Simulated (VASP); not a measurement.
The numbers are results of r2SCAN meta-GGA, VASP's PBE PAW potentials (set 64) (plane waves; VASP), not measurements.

The input files of a VASP run:

KPOINTS:
```
Automatic mesh
0
G
 7 7 3
0 0 0
```

INCAR:
```
SYSTEM  =  B2O3
ENCUT  =  520   # plane-wave cut-off (eV)
ISMEAR  =  -5   # tetrahedra, Bloechl
LWAVE  =  .FALSE.
NEDOS  =  601
LEFG  =  .TRUE.
NELM  =  100   # most electronic steps
ISIF  =  2   # forces and stress, cell fixed
LREAL  =  Auto   # projection in real space or not
LCHARG  =  .FALSE.
LMIXTAU  =  .TRUE.
METAGGA  =  R2SCAN
PREC  =  Accurate
LASPH  =  .TRUE.   # aspherical one-centre terms
EDIFF  =  1E-7   # SCF stop (eV)
LORBIT  =  11   # lm-projected
ALGO  =  Normal
```

### POSCAR
```
B2O3
1
    4.3427832015     0.0000000000    -0.0000000000
   -2.1713916008     3.7609606690     0.0000000000
    0.0000000000    -0.0000000000     8.3388113306
B O
6 9
Direct
  0.7678758277   0.6039688144   0.7750496707
  0.3960311856   0.1639070133   0.1083826707
  0.8360929867   0.2321241723   0.4417166707
  0.6039688144   0.7678758277   0.2249503293
  0.1639070133   0.3960311856   0.8916173293
  0.2321241723   0.8360929867   0.5582833293
  0.1472274108   0.5489976611   0.4616668919
  0.4510023389   0.5982297498   0.7949998919
  0.4017702503   0.8527725892   0.1283338919
  0.5489976611   0.1472274108   0.5383331081
  0.5982297497   0.4510023389   0.2050001081
  0.8527725892   0.4017702502   0.8716661081
  0.0000000000   0.8434202637   0.6666670000
  0.1565797363   0.1565797363   0.0000000000
  0.8434202637   0.0000000000   0.3333330000
```

### KPOINTS_OPT
```
k-points along high-symmetry lines
6
Line-mode
Reciprocal
  0.000000   0.000000   0.000000 ! GAMMA
  0.500000   0.000000   0.000000 ! M

  0.500000   0.000000   0.000000 ! M
  0.333333   0.333333   0.000000 ! K

  0.333333   0.333333   0.000000 ! K
  0.000000   0.000000   0.000000 ! GAMMA

  0.000000   0.000000   0.000000 ! GAMMA
  0.000000   0.000000   0.500000 ! A

  0.000000   0.000000   0.500000 ! A
  0.500000   0.000000   0.500000 ! L

  0.500000   0.000000   0.500000 ! L
  0.333333   0.333333   0.500000 ! H

  0.333333   0.333333   0.500000 ! H
  0.000000   0.000000   0.500000 ! A

  0.500000   0.000000   0.500000 ! L
  0.500000   0.000000   0.000000 ! M

  0.333333   0.333333   0.500000 ! H
  0.333333   0.333333   0.000000 ! K
```

POTCAR, in this order: B O (PBE.64 set). Program: vasp_std.

Output

**OSZICAR**
```
       N       E                     dE             d eps       ncg     rms          rms(c)
DAV:   1     0.406684387100E+03    0.40668E+03   -0.41564E+04  1760   0.160E+03
DAV:   2    -0.142187030172E+03   -0.54887E+03   -0.53952E+03  2164   0.370E+02
DAV:   3    -0.168545952390E+03   -0.26359E+02   -0.26261E+02  2072   0.871E+01
DAV:   4    -0.168839838786E+03   -0.29389E+00   -0.29342E+00  2116   0.987E+00
DAV:   5    -0.168844163151E+03   -0.43244E-02   -0.43231E-02  2056   0.114E+00    0.208E+01
DAV:   6    -0.146543699405E+03    0.22300E+02   -0.23045E+01  1856   0.216E+01    0.825E+00
DAV:   7    -0.135200531855E+03    0.11343E+02   -0.24820E+00  1884   0.112E+01    0.474E+00
DAV:   8    -0.148080091462E+03   -0.12880E+02   -0.52976E+00  1804   0.114E+01    0.298E+00
DAV:   9    -0.135348049609E+03    0.12732E+02   -0.24585E+00  1776   0.856E+00    0.245E-01
DAV:  10    -0.136143529594E+03   -0.79548E+00   -0.66152E-01  1784   0.595E+00    0.343E-01
DAV:  11    -0.135993529267E+03    0.15000E+00   -0.47833E-02  1880   0.175E+00    0.194E-01
DAV:  12    -0.136060499425E+03   -0.66970E-01   -0.18819E-02  1804   0.118E+00    0.994E-02
DAV:  13    -0.136039571391E+03    0.20928E-01   -0.18661E-02  1848   0.106E+00    0.614E-02
DAV:  14    -0.136042321863E+03   -0.27505E-02   -0.46597E-04  2100   0.171E-01    0.413E-02
DAV:  15    -0.136045694619E+03   -0.33728E-02   -0.56948E-04  1904   0.169E-01    0.163E-02
DAV:  16    -0.136047691980E+03   -0.19974E-02   -0.16360E-03  1816   0.329E-01    0.730E-03
DAV:  17    -0.136048260211E+03   -0.56823E-03   -0.17716E-04  1840   0.103E-01    0.446E-03
DAV:  18    -0.136048245058E+03    0.15153E-04   -0.79337E-06  2100   0.217E-02    0.242E-03
DAV:  19    -0.136048266029E+03   -0.20971E-04   -0.49002E-06  1884   0.170E-02    0.277E-03
DAV:  20    -0.136048267770E+03   -0.17416E-05   -0.66672E-07  2028   0.599E-03    0.161E-03
DAV:  21    -0.136048267712E+03    0.58080E-07   -0.18163E-07  1252   0.261E-03
   1 F= -.13604827E+03 E0= -.13604827E+03  d E =0.000000E+00
       N       E                     dE             ncg
       N       E                     dE             ncg
       N       E                     dE             ncg
```

File OUTCAR:
```
------------------------ aborting loop because EDIFF is reached ----------------------------------------
  FORCE on cell =-STRESS in cart. coord.  units (eV):
  Direction    XX          YY          ZZ          XY          YZ          ZX
  --------------------------------------------------------------------------------------
  Total        0.0823371      0.0823371      0.0523998     -0.0000000      0.0000000      0.0000000
  in kB        0.9685786      0.9685787      0.6164090     -0.0000000      0.0000000      0.0000000
  external PRESSURE =       0.8511888 kB  Pullay stress =       0.0000000 kB
  volume of cell :      136.20
      direct lattice vectors                 reciprocal lattice vectors
     4.342783201  0.000000000  0.000000000     0.230267078  0.132944756  0.000000000
    -2.171391601  3.760960669  0.000000000     0.000000000  0.265889513  0.000000000
     0.000000000  0.000000000  8.338811331     0.000000000  0.000000000  0.119921169
 POSITION                                       TOTAL-FORCE (eV/Angst)
 -----------------------------------------------------------------------------------
      2.02327      2.27150      6.46299        -0.008727     -0.007549      0.006985
      1.36397      0.61645      0.90378         0.010901     -0.003783      0.006985
      3.12694      0.87301      3.68339        -0.002174      0.011332      0.006985
      0.95555      2.88795      1.87582        -0.002174     -0.011332     -0.006985
     -0.14813      1.48946      7.43503        -0.008727      0.007549     -0.006985
     -0.80742      3.14451      4.65542         0.010901      0.003783     -0.006985
     -0.55271      2.06476      3.84975        -0.003293     -0.006030      0.002555
      0.65961      2.24992      6.62935         0.006868      0.000163      0.002555
     -0.10690      3.20724      1.07015        -0.003576      0.005867      0.002555
      2.06449      0.55372      4.48906        -0.003576     -0.005867     -0.002555
      1.61868      1.69620      1.70946        -0.003293      0.006030     -0.002555
      2.83101      1.51104      7.26866         0.006868     -0.000163     -0.002555
     -1.83140      3.17207      5.55921         0.005693     -0.009860      0.000000
      0.34000      0.58889      0.00000         0.005693      0.009860      0.000000
      3.66279      0.00000      2.77960        -0.011386     -0.000000     -0.000000
 -----------------------------------------------------------------------------------
    total drift:                               -0.003248     -0.013209      0.000015
  FREE ENERGIE OF THE ION-ELECTRON SYSTEM (eV)
  ---------------------------------------------------
  free  energy   TOTEN  =      -136.0482677122 eV

  energy  without entropy=     -136.0482677122  energy(sigma->0) =     -136.04826771

 total charge

# of ion       s       p       d       tot
------------------------------------------
    1        0.721   1.394   0.000   2.115
    2        0.721   1.394   0.000   2.115
    3        0.721   1.394   0.000   2.115
    4        0.721   1.394   0.000   2.115
    5        0.721   1.394   0.000   2.115
    6        0.721   1.394   0.000   2.115
    7        1.560   3.740   0.000   5.301
    8        1.560   3.740   0.000   5.301
    9        1.560   3.740   0.000   5.301
   10        1.560   3.740   0.000   5.301
   11        1.560   3.740   0.000   5.301
   12        1.560   3.740   0.000   5.301
   13        1.559   3.755   0.000   5.315
   14        1.559   3.755   0.000   5.315
   15        1.559   3.755   0.000   5.315
--------------------------------------------------
tot         18.367  42.071   0.000  60.438

 Electric field gradients after diagonalization (V/A^2)
 (convention: |V_zz| > |V_xx| > |V_yy|)
----------------------------------------------------------------------
 ion       V_xx      V_yy      V_zz     asymmetry (V_yy - V_xx)/ V_zz
----------------------------------------------------------------------
   1     -18.913   -16.099    35.012       0.080
   2     -18.914   -16.099    35.013       0.080
   3     -18.911   -16.099    35.011       0.080
   4     -18.914   -16.099    35.013       0.080
   5     -18.913   -16.099    35.012       0.080
   6     -18.912   -16.099    35.011       0.080
   7     -67.518   -23.995    91.513       0.476
   8     -67.517   -23.996    91.514       0.476
   9     -67.520   -23.996    91.516       0.476
  10     -67.518   -23.995    91.513       0.476
  11     -67.518   -23.996    91.514       0.476
  12     -67.520   -23.996    91.516       0.476
  13     -59.466   -34.453    93.919       0.266
  14     -59.462   -34.462    93.923       0.266
  15     -59.467   -34.453    93.919       0.266
```
(Selected blocks of OUTCAR.)

The structure comes from a computed database's B2O3 entry (P3_121); how it stands against other phases isn't given here. It was relaxed first.
